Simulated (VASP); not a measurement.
Set up this calculation in VASP 6.6.1, as the native input.

- Task: relaxation of cell and atoms
- Functional: PBE
- Potentials or basis: VASP PAW PBE potentials, release 64 (Sn_d, Te, S)
- Cutoff: 520 eV
- k mesh: 4 × 4 × 1
- Occupations: gaussian, width 0.15 eV
- Spin: no spin polarisation
- Further INCAR settings: PREC = Normal; ALGO = Fast; EDIFF = 0.0001; IBRION = 2; EDIFFG = -0.08; NSW = 24; ISIF = 3

The structure of SnTeS4 lies in POSCAR:

```
SnTeS4
1.0
    3.8467122600      0.0000000000      0.0000000000
   -1.9233561300      3.3313505400      0.0000000000
    0.0000000000      0.0000000000     13.2467905900
Sn Te S
1 1 4
Direct
    0.0000000000      0.0000000000      0.5000000000
    0.0000000000      0.0000000000      0.0000000000
    0.6666666700      0.3333333300      0.8897569800
    0.6666666700      0.3333333300      0.3766410100
    0.3333333300      0.6666666700      0.6233589900
    0.3333333300      0.6666666700      0.1102430200
```

The cell was built by a generator and needn't be a form met in nature.

The input as run:

INCAR

```
ALGO     = Fast           # electronic algorithm
EDIFF    = 1E-4           # SCF threshold, eV
EDIFFG   = -0.08          # ionic threshold
ENCUT    = 520            # plane-wave cutoff, eV
GGA      = PE             # functional
IBRION   = 2              # ionic algorithm
ISIF     = 3              # what is computed and relaxed
ISMEAR   = 0              # smearing method
LASPH    = T              # aspherical terms in the spheres
LCHARG   = F              # write CHGCAR
LREAL    = F              # projectors in reciprocal space
LWAVE    = F              # write WAVECAR
NELM     = 60             # most SCF steps
NSW      = 24             # ionic steps
PREC     = Normal         # precision mode
SIGMA    = 0.15           # smearing width, eV
```

KPOINTS

```
k-points
0
Gamma
  4 4 1
```

Potentials or basis: VASP PAW PBE potentials, release 64 (Sn_d, Te, S).

Launch:

```bash
$ cat potpaw_PBE.64/Sn_d/POTCAR potpaw_PBE.64/Te/POTCAR potpaw_PBE.64/S/POTCAR > POTCAR
$ mpirun -np 1 vasp_std > vasp.out
```

Results of the run:

| Item | Value |
| --- | --- |
| Relaxed volume | 26.71 Å³/atom |
| Relaxed cell | a = 3.773 Å, b = 3.773 Å, c = 12.998 Å, α = 90.00°, β = 90.00°, γ = 120.00° |
| Space group after relaxing (to 0.05 Å) | P-3m1 (No. 164) |
| Energy gained by relaxing | 77.3 meV/atom |
| Ionic steps | 8 |
| Pressure after relaxing | -0.2 GPa |
| Largest force after relaxing | 0.032 eV/Å |
| Band gap on the k mesh | 0.95 eV, indirect (least direct gap 1.53 eV) |

Caveat: the k mesh is coarse (spacing up to 0.47 Å⁻¹), so the values aren't converged; spin-orbit coupling is left out, which moves the levels of the heavy elements; an odd mesh through Γ misses points on the zone boundary, where band edges often lie; this functional lacks dispersion, which binds the layers, so the pressure and a relaxed spacing across them are unreliable; the relaxation stopped at a loose force limit of 0.08 eV/Å, so its end isn't a converged minimum.

Run time: 39 s on 1 thread of Intel(R) Xeon(R) Platinum 8559C (Emerald Rapids), on a shared host, peak memory 0.21 GiB.
